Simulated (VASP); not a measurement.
Energy against volume of CdF$_{2}$ (fluorite). These are vdW-DF2, VASP's PBE PAW potentials (set 64) (plane waves; VASP 6.6.1) values and carry that method's errors. Run with 520 eV cut-off, 7×7×7 Γ-centred mesh, Gaussian smearing of 0.050 eV, potentials Cd F.

```
V (Å³/atom)  E (eV/atom)
-----------  -----------
13.881          -1.47798
14.311          -1.48244
14.740          -1.47949
15.169          -1.47024
```

Question: Fit these four points and predict the energy of the run at 13.452 Å³/atom.

Answer: A cubic in V^(−2/3), the third-order Birch-Murnaghan form, passes through the four points with V0 = 14.34 Å³/atom and B0 = 91 GPa, and gives -1.4648 eV/atom there. The run gave -1.4647 eV/atom, +0.2 meV/atom from the fit; all five points give B0 = 91 GPa.

The compound is CdF2 in the fluorite structure. It was relaxed first, which changed the volume by +10 %.
